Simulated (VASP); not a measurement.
Output of a VASP run:

**OSZICAR**
```
       N       E                     dE             d eps       ncg     rms          rms(c)
DAV:   1     0.289498610560E+03    0.28950E+03   -0.20347E+04  1992   0.110E+03
DAV:   2    -0.219376358640E+02   -0.31144E+03   -0.30125E+03  1984   0.338E+02
DAV:   3    -0.379731753136E+02   -0.16036E+02   -0.15420E+02  2396   0.648E+01
DAV:   4    -0.384447092199E+02   -0.47153E+00   -0.46965E+00  2260   0.904E+00
DAV:   5    -0.384550583073E+02   -0.10349E-01   -0.10340E-01  2184   0.128E+00    0.233E+01
DAV:   6    -0.377458038084E+02    0.70925E+00   -0.47442E+00  1864   0.144E+01    0.101E+01
DAV:   7    -0.375800030560E+02    0.16580E+00   -0.21613E+00  1900   0.906E+00    0.779E+00
DAV:   8    -0.374461570337E+02    0.13385E+00   -0.59275E-01  1916   0.524E+00    0.127E+00
DAV:   9    -0.374467043787E+02   -0.54734E-03   -0.43177E-02  2328   0.920E-01    0.397E-01
DAV:  10    -0.374457637446E+02    0.94063E-03   -0.87548E-03  1908   0.619E-01    0.106E-01
DAV:  11    -0.374457639768E+02   -0.23212E-06   -0.64336E-04  1892   0.153E-01    0.322E-02
DAV:  12    -0.374457594951E+02    0.44817E-05   -0.72716E-05  1964   0.518E-02    0.113E-02
DAV:  13    -0.374457582280E+02    0.12671E-05   -0.85584E-06  1992   0.154E-02    0.501E-03
DAV:  14    -0.374457581828E+02    0.45183E-07   -0.74160E-07   988   0.446E-03
   1 F= -.37445758E+02 E0= -.37444470E+02  d E =-.257592E-02
```

**OUTCAR**
```
------------------------ aborting loop because EDIFF is reached ----------------------------------------
  FORCE on cell =-STRESS in cart. coord.  units (eV):
  Direction    XX          YY          ZZ          XY          YZ          ZX
  --------------------------------------------------------------------------------------
  Total       -3.3856499     -3.3856499     -3.0402926      0.0000000      0.0000000      0.0000000
  in kB      -54.5968736    -54.5968736    -49.0276533      0.0000000      0.0000000      0.0000000
  external PRESSURE =     -52.7404668 kB  Pullay stress =       0.0000000 kB
  volume of cell :       99.35
      direct lattice vectors                 reciprocal lattice vectors
    -2.087405000  2.087405000  5.700480000     0.000000000  0.239531859  0.087711912
     2.087405000 -2.087405000  5.700480000     0.239531859  0.000000000  0.087711912
     2.087405000  2.087405000 -5.700480000     0.239531859  0.239531859  0.000000000
 POSITION                                       TOTAL-FORCE (eV/Angst)
 -----------------------------------------------------------------------------------
      0.00000      0.00000      0.00000         0.000000      0.000000     -0.000000
      0.00000      0.00000      7.33333         0.000000      0.000000      0.094177
      0.00000      0.00000      4.06763        -0.000000     -0.000000     -0.094177
      2.08740      0.00000      2.85024         0.000000      0.000000     -0.000000
      0.00000      2.08740      2.85024         0.000000      0.000000      0.000000
 -----------------------------------------------------------------------------------
    total drift:                               -0.000000      0.000000     -0.000000
  FREE ENERGIE OF THE ION-ELECTRON SYSTEM (eV)
  ---------------------------------------------------
  free  energy   TOTEN  =       -37.4457581828 eV

  energy  without entropy=      -37.4431822618  energy(sigma->0) =      -37.44447022
```
(Selected blocks of OUTCAR.)

**POSCAR**
```
Sr(AsRu)2
1
   -2.0874050000     2.0874050000     5.7004800000
    2.0874050000    -2.0874050000     5.7004800000
    2.0874050000     2.0874050000    -5.7004800000
Sr As Ru
1 2 2
Direct
  0.0000000000   0.0000000000   0.0000000000
  0.6432200000   0.6432200000   0.0000000000
  0.3567800000   0.3567800000   0.0000000000
  0.2500000000   0.7500000000   0.5000000000
  0.7500000000   0.2500000000   0.5000000000
```

Problem. Reconstruct the remaining input files.

Solution. One answer among several that fit: the input of the run itself, LDA (Ceperley-Alder, Perdew-Zunger), plane waves, VASP's LDA PAW potentials (set 64).

KPOINTS:
```
K-points
0
Gamma
 6 6 6
```

### INCAR
```
# general
SYSTEM  = Sr(AsRu)2
PREC    = Accurate
ENCUT   = 300   # plane-wave cut-off (eV)
LREAL   = .FALSE.
LASPH   = .TRUE.   # aspherical one-centre terms

# electronic loop
EDIFF   = 1E-6   # SCF stop (eV)
NELM    = 100
ALGO    = Normal   # blocked Davidson
LMAXMIX = 4   # l cut-off of mixed one-centre charges

# smearing
ISMEAR  = 0   # Gaussian
SIGMA   = 0.05

# ions
ISIF    = 2   # forces and stress, cell fixed

# output
LWAVE   = .FALSE.
LCHARG  = .FALSE.
```

POTCAR, in this order: Sr_sv As Ru_pv (LDA.64 set). Program: vasp_std.

At this cut-off the stress carries a Pulay error, which pulls relaxed volumes low.

The structure comes from a computed database's Ru2SrAs2 entry (I4/mmm); how it stands against other phases isn't given here. The cell was not relaxed at this level. The k-mesh is coarse (spacing up to 0.35 per Å, 2π included), so the numbers may not be converged in it.
